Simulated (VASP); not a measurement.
```
CELL_PARAMETERS angstrom
      4.62546     0.00000     0.00000
     -2.31273     4.00577     0.00000
      0.00000     0.00000     7.57832
ATOMIC_POSITIONS crystal
  Cd 0.33333 0.66667 0.00035
  Cd 0.66667 0.33333 0.50035
  Te 0.33333 0.66667 0.37465
  Te 0.66667 0.33333 0.87465
```

Method: r2SCAN meta-GGA, VASP's PBE PAW potentials (set 64) (plane waves; VASP). Numerical set-up: 400 eV cut-off, 6×6×4 Γ-centred mesh, tetrahedra with Blöchl corrections, potentials Cd Te.

The cores are frozen, which limits the accuracy of field gradients.

Task: Give the principal components of the electric field gradient (V/Å²) and the asymmetry η at each nucleus.

Result: 
```csv
atom,Vxx,Vyy,Vzz,η
Cd1,-0.1,-0.1,0.3,-
Cd2,-0.1,-0.1,0.3,-
Te3,-4.6,-4.6,9.1,0.00
Te4,-4.6,-4.6,9.1,0.00
```

The structure comes from a computed database's CdTe entry (P6_3mc); how it stands against other phases isn't given here. It was relaxed first.
